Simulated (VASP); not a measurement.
Shape and ions are relaxed at each volume.

Energy against volume of MoSi₂ (MoSi2 type). Method: PBEsol GGA, VASP's PBE PAW potentials (set 64) (plane waves; VASP 6.6.1).

```json
[
 {"V (Å³/atom)": "12.495", "E (eV/atom)": "-8.32341"},
 {"V (Å³/atom)": "12.894", "E (eV/atom)": "-8.35115"},
 {"V (Å³/atom)": "13.293", "E (eV/atom)": "-8.35969"},
 {"V (Å³/atom)": "13.691", "E (eV/atom)": "-8.35188"},
 {"V (Å³/atom)": "14.090", "E (eV/atom)": "-8.33018"}
]
```

Task: Fit a third-order Birch-Murnaghan equation of state.

Result: 
- volume per atom: 13.29 Å^3/atom
- bulk modulus: 218 GPa
- pressure derivative of the bulk modulus: 4.38

The compound is MoSi2 in the MoSi2 type structure. It was relaxed first.
